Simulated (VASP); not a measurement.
VASP ran on this input.

INCAR:
```
ALGO=Normal
EDIFF=1E-6
EDIFFG=-0.02
ENCUT=400
IBRION=2
ISIF=3
ISMEAR=1
LASPH=T
LCHARG=F
LMAXMIX=6
LMIXTAU=T
LREAL=F
LWAVE=F
METAGGA=R2SCAN
NELM=100
NSW=60
PREC=Accurate
SIGMA=0.1
SYSTEM=GeW3
```

File KPOINTS:
```
Automatic mesh
0
Gamma
8 8 8
0 0 0
```

### POSCAR
```
GeW3
1
   -0.0000000000     3.1318767949     3.1318767949
    3.1318767949     0.0000000000     3.1318767949
    3.1318767949     3.1318767949    -0.0000000000
Ge W
1 3
Direct
  0.0000000000   0.0000000000   0.0000000000
  0.5000000000   0.5000000000   0.5000000000
  0.2500000000   0.2500000000   0.2500000000
  0.7500000000   0.7500000000   0.7500000000
```

POTCAR, in this order: Ge_d W_sv (PBE.64 set). Program: vasp_std.

Question: Translate this r2SCAN calculation to Ansatz.

Answer: One equivalent input (not run):
Ansatz 0.2 input:
```yaml
crystal:
  lattice:
    - [0.0000000, 3.1318768, 3.1318768]
    - [3.1318768, 0.0000000, 3.1318768]
    - [3.1318768, 3.1318768, 0.0000000]
  atoms:
    - { symbol: Ge, position: [0.0000000, 0.0000000, 0.0000000] }
    - { symbol: W, position: [0.5000000, 0.5000000, 0.5000000] }
    - { symbol: W, position: [0.2500000, 0.2500000, 0.2500000] }
    - { symbol: W, position: [0.7500000, 0.7500000, 0.7500000] }
kpoints:
  mp_grid: { grid: [8, 8, 8] }
hamiltonian:
  xc: r2scan
  pseudopotentials: { kind: paw }
scf:
  occupations: { method: methfessel_paxton, width: 0.1 }
  max_iter: 100
relax:
  max_steps: 60
  f_tol: 0.02
  cell: {}
output: { forces: true, stress: true, eigenvalues: true }
```
Limits of the translation: each code has its own PAW files, so the cut-off isn't converted (ENCUT is set for VASP's; basis.ecutwfc is left out, and Ansatz then takes the one that its files recommend); Ansatz stops its SCF on the density residual and VASP on the energy change (EDIFF).

The structure was generated: GeW3 was put into the D03 type (Fm-3m), which need not be its known phase. This run relaxes it. Symmetry was kept, so distortions that lower it aren't found. The start is the result of an earlier pass.
